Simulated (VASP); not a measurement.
Method: PBE GGA with spin-orbit coupling, VASP's PBE PAW potentials (set 64) (plane waves; VASP).

The input files of a VASP run:

### KPOINTS
```
Automatic mesh
0
Gamma
5 5 5
0 0 0
```

INCAR:
```
# general
SYSTEM        = AgAs
PREC          = Accurate
ENCUT         = 300   # plane-wave cut-off (eV)
LREAL         = F   # projection in real space or not
LASPH         = T

# electronic loop
EDIFF         = 1E-6
NELM          = 100   # most electronic steps
ALGO          = Normal
LMAXMIX       = 4   # l cut-off of mixed one-centre charges

# smearing
ISMEAR        = 0
SIGMA         = 0.136   # width (eV)

# functional
GGA           = PE   # PBE
GGA_COMPAT    = F

# spin
MAGMOM        = 0.0 0.0 0.0 0.0 0.0 0.0
LSORBIT       = T
LNONCOLLINEAR = T

# ions
ISIF          = 2

# output
LWAVE         = F
LCHARG        = F
LORBIT        = 11   # lm-projected
```

File POSCAR:
```
AgAs
3.2085120
  1.0000000000   0.0000000000   0.0000000000
  0.0000000000   1.0000000000   0.0000000000
  0.0000000000   0.0000000000   1.0000000000
Ag As
1 1
Cart
  0.0000000000   0.0000000000   0.0000000000
  0.5000000000   0.5000000000   0.5000000000
```

POTCAR, in this order: Ag As (PBE.64 set). Program: vasp_ncl.

The resulting files:

**OSZICAR**
```
       N       E                     dE             d eps       ncg     rms          rms(c)
DAV:   1     0.560537657717E+02    0.56054E+02   -0.53397E+03   520   0.772E+02
DAV:   2    -0.569630977141E+01   -0.61750E+02   -0.58327E+02   576   0.199E+02
DAV:   3    -0.732374194868E+01   -0.16274E+01   -0.16201E+01   552   0.323E+01
DAV:   4    -0.732998284135E+01   -0.62409E-02   -0.62405E-02   528   0.219E+00
DAV:   5    -0.733003349027E+01   -0.50649E-04   -0.50648E-04   552   0.189E-01    0.811E+00
DAV:   6    -0.677427030260E+01    0.55576E+00   -0.22098E+00   496   0.238E+01    0.712E+00
DAV:   7    -0.674869760004E+01    0.25573E-01   -0.20406E-01   480   0.564E+00    0.369E+00
DAV:   8    -0.674089536095E+01    0.78022E-02   -0.14224E-02   528   0.135E+00    0.454E-01
DAV:   9    -0.673973826660E+01    0.11571E-02   -0.26418E-03   520   0.837E-01    0.128E-01
DAV:  10    -0.673972856920E+01    0.96974E-05   -0.19666E-04   528   0.130E-01    0.311E-02
DAV:  11    -0.673973329502E+01   -0.47258E-05   -0.90226E-06   512   0.292E-02    0.197E-02
DAV:  12    -0.673973235640E+01    0.93863E-06   -0.39252E-07   352   0.531E-03
   1 F= -.67397324E+01 E0= -.67362987E+01  d E =-.686739E-02  mag=    -0.0000     0.0000     0.0000
```

### OUTCAR
```
------------------------ aborting loop because EDIFF is reached ----------------------------------------
  FORCE on cell =-STRESS in cart. coord.  units (eV):
  Direction    XX          YY          ZZ          XY          YZ          ZX
  --------------------------------------------------------------------------------------
  Total        3.4861905      3.4861905      3.4861905      0.0000000      0.0000000     -0.0000000
  in kB      169.1027590    169.1027590    169.1027590      0.0000000      0.0000000     -0.0000000
  external PRESSURE =     169.1027590 kB  Pullay stress =       0.0000000 kB
  volume of cell :       33.03
      direct lattice vectors                 reciprocal lattice vectors
     3.208512000  0.000000000  0.000000000     0.311670955  0.000000000  0.000000000
     0.000000000  3.208512000  0.000000000     0.000000000  0.311670955  0.000000000
     0.000000000  0.000000000  3.208512000     0.000000000  0.000000000  0.311670955
 POSITION                                       TOTAL-FORCE (eV/Angst)
 -----------------------------------------------------------------------------------
      0.00000      0.00000      0.00000         0.000000      0.000000      0.000000
      1.60426      1.60426      1.60426         0.000000      0.000000      0.000000
 -----------------------------------------------------------------------------------
    total drift:                                0.000000      0.000000      0.000000
  FREE ENERGIE OF THE ION-ELECTRON SYSTEM (eV)
  ---------------------------------------------------
  free  energy   TOTEN  =        -6.7397323564 eV

  energy  without entropy=       -6.7328649712  energy(sigma->0) =       -6.73629866

 total charge

# of ion       s       p       d       tot
------------------------------------------
    1        0.389   0.369   9.154   9.912
    2        1.353   1.307   0.051   2.711
--------------------------------------------------
tot          1.742   1.676   9.205  12.623

 magnetization (x)

# of ion       s       p       d       tot
------------------------------------------
    1       -0.000  -0.000   0.000  -0.000
    2        0.000   0.000  -0.000   0.000
--------------------------------------------------
tot         -0.000  -0.000   0.000  -0.000

 magnetization (y)

# of ion       s       p       d       tot
------------------------------------------
    1       -0.000  -0.000   0.000  -0.000
    2       -0.000  -0.000   0.000  -0.000
--------------------------------------------------
tot         -0.000  -0.000   0.000  -0.000

 magnetization (z)

# of ion       s       p       d       tot
------------------------------------------
    1       -0.000  -0.000   0.000  -0.000
    2       -0.000  -0.000  -0.000  -0.000
--------------------------------------------------
tot         -0.000  -0.000   0.000  -0.000

 Ion:    1  E_soc:     -0.0548986

 Ion:    2  E_soc:     -0.0260298
```
(Selected blocks of OUTCAR.)

### OUTCAR
```
 val. band max:        8.3817339006   @ k =   0.4000   0.4000   0.4000

 cond. band min:       8.5828109768   @ k =   0.0000   0.0000   0.0000


 Fermi energy:         8.5026649300

 k-point     1 :       0.0000    0.0000    0.0000
  band No.  band energies     occupation
      1      -5.1508      1.00000
      2      -5.1508      1.00000
      3       2.6354      1.00000
      4       2.6354      1.00000
      5       2.6354      1.00000
      6       2.6354      1.00000
      7       3.9877      1.00000
      8       3.9877      1.00000
      9       3.9877      1.00000
     10       3.9877      1.00000
     11       4.2910      1.00000
     12       4.2910      1.00000
     13       8.5828      0.20231
     14       8.5828      0.20231
     15       9.0168      0.00000
     16       9.0168      0.00000
     17       9.0168      0.00000
     18       9.0168      0.00000
     19      11.6385      0.00000
     20      11.6385      0.00000
     21      16.2298      0.00000
     22      16.2298      0.00000
     23      16.2298      0.00000
     24      16.2298      0.00000

 k-point     2 :       0.2000    0.0000    0.0000
  band No.  band energies     occupation
      1      -4.6502      1.00000
      2      -4.6502      1.00000
      3       2.5660      1.00000
      4       2.5660      1.00000
      5       2.7076      1.00000
      6       2.7076      1.00000
      7       3.6251      1.00000
      8       3.6251      1.00000
      9       3.7854      1.00000
     10       3.7854      1.00000
     11       4.1647      1.00000
     12       4.1647      1.00000
     13       6.2454      1.00000
     14       6.2454      1.00000
     15       9.5951      0.00000
     16       9.5951      0.00000
     17       9.8951      0.00000
     18       9.8951      0.00000
     19      13.2365      0.00000
     20      13.2365      0.00000
     21      16.0542      0.00000
     22      16.0542      0.00000
     23      18.6979      0.00000
     24      18.6979      0.00000
...
```

At this cut-off the stress carries a Pulay error, which pulls relaxed volumes low.

The structure was generated: AgAs was put into an ordered model structure, which need not be its known phase. The cell was not relaxed at this level. The k-mesh is coarse (spacing up to 0.39 per Å, 2π included), so the numbers may not be converged in it. The run is one of a series of settings (GGA_COMPAT = .FALSE., LNONCOLLINEAR = .TRUE., LSORBIT = .TRUE., MAGMOM = 0.0 0.0 0.0 0.0 0.0 0.0, program vasp_ncl against the base run), some of them coarse on purpose.
